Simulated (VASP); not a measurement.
Here is a VASP 6.6.1 calculation.

File INCAR:

```
SYSTEM = InAs
PREC     = Accurate       ! precision mode
ENCUT    = 600            ! plane-wave cutoff, eV
EDIFF    = 1E-7           ! SCF threshold, eV
ISMEAR   = 0              ! smearing method
SIGMA    = 0.03           ! smearing width, eV
LREAL    = .FALSE.        ! projectors in reciprocal space
LASPH    = .TRUE.         ! aspherical terms in the spheres
NELM     = 80             ! most SCF steps
ALGO     = Normal         ! electronic algorithm
ISIF     = 2              ! what is computed and relaxed
LWAVE    = .FALSE.        ! write WAVECAR
LCHARG   = .FALSE.        ! write CHGCAR
GGA      = PE             ! functional
IVDW     = 12             ! dispersion correction
IBRION   = 2              ! ionic algorithm
NSW      = 40             ! ionic steps
EDIFFG   = -0.01          ! ionic threshold
```

The input KPOINTS:

```
regular mesh
0
G
  10 10 10
  0 0 0
```

POSCAR

```
InAs                                    
1.0
    0.0000000000      3.0362503749      3.0362503749
    3.0362503749      0.0000000000      3.0362503749
    3.0362503749      3.0362503749      0.0000000000
  In              As            
     1     1
Direct
     0.0000000000000000    0.0000000000000000    0.0000000000000000
     0.2500000000000000    0.2500000000000000    0.2500000000000000
```

Potentials or basis: VASP PAW PBE potentials, release 64 (In_d, As).

Run with:

```bash
$ cat potpaw_PBE.64/In_d/POTCAR potpaw_PBE.64/As/POTCAR > POTCAR
$ mpirun -np 1 vasp_std > vasp.out
```

(1) Predict the dispersion energy per atom.

(2) What does it give for the band gap on the k mesh?

## Answers

(1) -0.319 eV.

(2) none (metal or under the smearing width).

Caveat: the relaxation stopped at its first step, so nothing moved.
